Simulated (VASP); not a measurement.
Input:

```yaml
crystal:
  lattice:
    - [0.00000, 2.40608, 2.40608]
    - [2.40608, 0.00000, 2.40608]
    - [2.40608, 2.40608, 0.00000]
  atoms:
    - { symbol: Hf, position: [0.00000, 0.00000, 0.00000] }
    - { symbol: O, position: [0.25000, 0.25000, 0.25000] }
    - { symbol: O, position: [0.75000, 0.75000, 0.75000] }
```

Method: PBEsol GGA, VASP's PBE PAW potentials (set 64) (plane waves; VASP). Numerical set-up: 620 eV cut-off, 8×8×8 Γ-centred mesh, Gaussian smearing of 0.050 eV, potentials Hf_pv O.

Unless said otherwise, spin-orbit coupling is left out, though it shifts the bands of the heavy elements here.

Question: Estimate the energy per atom (σ→0), pressure, band gap (on the k-mesh) with the smallest direct gap where there is one.

Answer: 
- band gap (on the k-mesh): 4.07 eV
- smallest direct gap (on the k-mesh): 4.07 eV
- energy per atom (σ→0): -10.387 eV/atom
- pressure: 44.98 GPa

Total energies compare only between runs with the same potentials, cut-off and functional.

The compound is HfO2 in the fluorite structure, the high-temperature cubic form, which is unstable at 0 K; the monoclinic form is the stable one. It was relaxed first under an external pressure of 45 GPa.
